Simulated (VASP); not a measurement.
Data:

```yaml
crystal:
  lattice:
    - [0.00000, 2.78460, 2.78460]
    - [2.78460, 0.00000, 2.78460]
    - [2.78460, 2.78460, 0.00000]
  atoms:
    - { symbol: Al, position: [0.00000, 0.00000, 0.00000] }
    - { symbol: P, position: [0.25000, 0.25000, 0.25000] }
```

The numbers are results of PBE GGA, VASP's PBE PAW potentials (set 64) (plane waves; VASP), not measurements. Settings: 400 eV cut-off, 7×7×7 Γ-centred mesh, Gaussian smearing of 0.050 eV, potentials Al P.

Problem. Predict the energy per atom (σ→0), pressure.

Solution. 
```
Item                            Value
---------------------  --------------
energy per atom (σ→0)  -5.181 eV/atom
pressure                   -26.4 kbar
```

Only differences to runs with the same potentials and settings are physical.

The compound is AlP in the zinc blende structure. The cell was not relaxed at this level.
